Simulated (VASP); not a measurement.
VASP input:

POSCAR:
```
V
1
   -1.5150000000     1.5150000000     1.5150000000
    1.5150000000    -1.5150000000     1.5150000000
    1.5150000000     1.5150000000    -1.5150000000
V
1
Direct
  0.0000000000   0.0000000000   0.0000000000
```

### KPOINTS
```
Automatic mesh
0
Gamma
13 13 13
0 0 0
```

### INCAR
```
SYSTEM = V
PREC = Accurate
ENCUT = 400
EDIFF = 1E-6
NELM = 100
ALGO = Normal
LREAL = .FALSE.
LASPH = .TRUE.
ISMEAR = -1
SIGMA = 1.0
GGA = PE
LMAXMIX = 4
LWAVE = .FALSE.
LCHARG = .FALSE.
ISIF = 2
```

POTCAR, in this order: V_sv (PBE.64 set). Program: vasp_std.

Does this input run properly? What does VASP do?

There is a fault: SIGMA is far too large. The run ends without an error. Against the sound run, the energy per atom (σ→0) drops by 0.141 eV/atom; the pressure rises by 27.43 GPa.

**standard output**
```
 POSCAR found type information on POSCAR V
 POSCAR found :  1 types and       1 ions
 Reading from existing POTCAR
 Reading from existing POTCAR
 LDA part: xc-table for (Slater+PW92), standard interpolation
 POSCAR, INCAR and KPOINTS ok, starting setup
 WAVECAR not read
 entering main loop
       N       E                     dE             d eps       ncg     rms          rms(c)
DAV:   1     0.696531809441E+02    0.69653E+02   -0.65202E+03  1682   0.118E+03
DAV:   2    -0.109283962786E+02   -0.80582E+02   -0.78393E+02  1720   0.329E+02
DAV:   3    -0.122519055952E+02   -0.13235E+01   -0.12908E+01  1776   0.483E+01
DAV:   4    -0.122614739922E+02   -0.95684E-02   -0.95269E-02  1708   0.399E+00
DAV:   5    -0.122615552036E+02   -0.81211E-04   -0.81205E-04  1768   0.383E-01    0.157E+01
DAV:   6    -0.112847775341E+02    0.97678E+00   -0.42196E+00  1686   0.296E+01    0.191E+00
DAV:   7    -0.112669359384E+02    0.17842E-01   -0.14466E-02  1688   0.198E+00    0.120E+00
DAV:   8    -0.112585600884E+02    0.83759E-02   -0.57173E-03  1706   0.120E+00    0.473E-02
DAV:   9    -0.112585835322E+02   -0.23444E-04   -0.61114E-05  1692   0.119E-01    0.209E-02
DAV:  10    -0.112585870141E+02   -0.34819E-05   -0.57744E-06  1690   0.291E-02    0.136E-03
DAV:  11    -0.112585875791E+02   -0.56508E-06   -0.15412E-07   840   0.577E-03

 -----------------------------------------------------------------------------
|                                                                             |
|           W    W    AA    RRRRR   N    N  II  N    N   GGGG   !!!           |
|           W    W   A  A   R    R  NN   N  II  NN   N  G    G  !!!           |
|           W    W  A    A  R    R  N N  N  II  N N  N  G       !!!           |
|           W WW W  AAAAAA  RRRRR   N  N N  II  N  N N  G  GGG   !            |
|           WW  WW  A    A  R   R   N   NN  II  N   NN  G    G                |
|           W    W  A    A  R    R  N    N  II  N    N   GGGG   !!!           |
|                                                                             |
|     Your highest band is occupied at some k-points! Unless you are          |
|     performing a calculation for an insulator or semiconductor, without     |
|     unoccupied bands, you have included TOO FEW BANDS!! Please increase     |
|     the parameter NBANDS in file INCAR to ensure that the highest band      |
|     is unoccupied at all k-points. It is always recommended to include      |
|     a few unoccupied bands to accelerate the convergence of                 |
|     molecular-dynamics runs (even for insulators or semiconductors),        |
|     since the presence of unoccupied bands improves wavefunction            |
|     prediction and helps to suppress 'band-crossings'.                      |
|                                                                             |
 -----------------------------------------------------------------------------

   1 F= -.11258588E+02 E0= -.91229006E+01  d E =-.427137E+01
```

File OUTCAR:
```
------------------------ aborting loop because EDIFF is reached ----------------------------------------
  FORCE on cell =-STRESS in cart. coord.  units (eV):
  Direction    XX          YY          ZZ          XY          YZ          ZX
  --------------------------------------------------------------------------------------
  Total        1.7851751      1.7851751      1.7851751     -0.0000000      0.0000000      0.0000000
  in kB      205.6333285    205.6333285    205.6333285     -0.0000000      0.0000000      0.0000000
  external PRESSURE =     205.6333285 kB  Pullay stress =       0.0000000 kB
  volume of cell :       13.91
      direct lattice vectors                 reciprocal lattice vectors
    -1.515000000  1.515000000  1.515000000     0.000000000  0.330033003  0.330033003
     1.515000000 -1.515000000  1.515000000     0.330033003  0.000000000  0.330033003
     1.515000000  1.515000000 -1.515000000     0.330033003  0.330033003  0.000000000
 POSITION                                       TOTAL-FORCE (eV/Angst)
 -----------------------------------------------------------------------------------
      0.00000      0.00000      0.00000        -0.000000     -0.000000     -0.000000
 -----------------------------------------------------------------------------------
    total drift:                                0.000000      0.000000      0.000000
  FREE ENERGIE OF THE ION-ELECTRON SYSTEM (eV)
  ---------------------------------------------------
  free  energy   TOTEN  =       -11.2585875791 eV

  energy  without entropy=       -6.9872136210  energy(sigma->0) =       -9.12290060
```
(Selected blocks of OUTCAR.)

To mend it, set ISMEAR = 1, set SIGMA = 0.1.

The mended run (PBE GGA, plane waves, VASP's PBE PAW potentials (set 64)) converges, and its OSZICAR ends with
```
   1 F= -.89819533E+01 E0= -.89819094E+01  d E =-.131742E-03
```

The compound is V in the bcc structure. The cell was not relaxed at this level. The run is not spin-polarised, so no magnetic state was tried. VASP warned that the highest band is occupied, so more bands are needed.
